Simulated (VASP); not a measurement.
Energy against volume of Yb (fcc). Calculation: PW91 GGA, VASP's PBE PAW potentials (set 64) (plane waves; VASP). Run with 520 eV cut-off, 8×8×8 Γ-centred mesh, Gaussian smearing of 0.050 eV, potentials Yb_2.

The 4f electrons are frozen in the core of the lanthanide potential, so 4f levels, which can set the real gap, and their magnetism are missing.

```json
[
 {"V (Å³/atom)": "38.207", "E (eV/atom)": "-1.49255"},
 {"V (Å³/atom)": "39.388", "E (eV/atom)": "-1.49411"},
 {"V (Å³/atom)": "40.570", "E (eV/atom)": "-1.49243"},
 {"V (Å³/atom)": "41.752", "E (eV/atom)": "-1.48803"}
]
```

Q: Fit these four points and predict the energy of the run at 37.025 Å³/atom.

A: A cubic in V^(−2/3), the third-order Birch-Murnaghan form, passes through the four points with V0 = 39.33 Å³/atom and B0 = 15 GPa, and gives -1.4871 eV/atom there. The run gave -1.4870 eV/atom, +0.2 meV/atom from the fit; all five points give B0 = 15 GPa.

The compound is Yb in the fcc structure. It was relaxed first.
